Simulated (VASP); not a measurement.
A convergence study with VASP on BaHfO3 (cubic perovskite): one setting is varied, all else stays as given below, so the limit is that of these other settings.

```xyz
5
Lattice="4.1700 0.0000 0.0000 0.0000 4.1700 0.0000 0.0000 0.0000 4.1700" Properties=species:S:1:pos:R:3 pbc="T T T"
Ba     0.0000     0.0000     0.0000
Hf     2.0850     2.0850     2.0850
O      2.0850     0.0000     2.0850
O      0.0000     2.0850     2.0850
O      2.0850     2.0850     0.0000
```

These are PBE GGA, VASP's PBE PAW potentials (set 64) (plane waves; VASP) values and carry that method's errors. The tightest run used: 700 eV cut-off, 14×14×14 Γ-centred mesh, Gaussian smearing of 0.050 eV, potentials Ba_sv Hf_pv O.

### Question
The settings run are 1×1×1 mesh; 2×2×2 mesh; 3×3×3 mesh; 4×4×4 mesh; 5×5×5 mesh; 6×6×6 mesh; 7×7×7 mesh; 8×8×8 mesh; 9×9×9 mesh; 10×10×10 mesh; 11×11×11 mesh; 12×12×12 mesh; 13×13×13 mesh; 14×14×14 mesh. From which on does the energy per atom stay within 0.001 eV/atom of the tightest run?

### Answer
From 5×5×5 mesh on: it is off by 0.0003 there and by no more than 0.001 in any finer run, while 4×4×4 mesh is off by 0.0020.
```
setting        E (eV/atom)  pressure (GPa)  irreducible k-points  difference judged (eV/atom)
-------------  -----------  --------------  --------------------  ---------------------------
1×1×1 mesh         -5.1938           44.14                     1                       3.5176
2×2×2 mesh         -8.5787            5.48                     4                       0.1327
3×3×3 mesh         -8.6973            3.75                     4                       0.0141
4×4×4 mesh         -8.7094            3.57                    10                       0.0020
5×5×5 mesh         -8.7111            3.55                    10                       0.0003
6×6×6 mesh         -8.7113            3.55                    20                       0.0001
7×7×7 mesh         -8.7114            3.54                    20                       0.0000
8×8×8 mesh         -8.7114            3.54                    35                       0.0000
9×9×9 mesh         -8.7114            3.55                    35                       0.0000
10×10×10 mesh      -8.7114            3.54                    56                       0.0000
11×11×11 mesh      -8.7114            3.55                    56                       0.0000
12×12×12 mesh      -8.7114            3.54                    84                       0.0000
13×13×13 mesh      -8.7114            3.55                    84                       0.0000
14×14×14 mesh      -8.7114            3.54                   120                       0.0000
```

Left out are rungs that failed or repeat a setting and relaxations that didn't move; long series are thinned to 24 rows.

The compound is BaHfO3 in the cubic perovskite structure. The cell was not relaxed at this level.
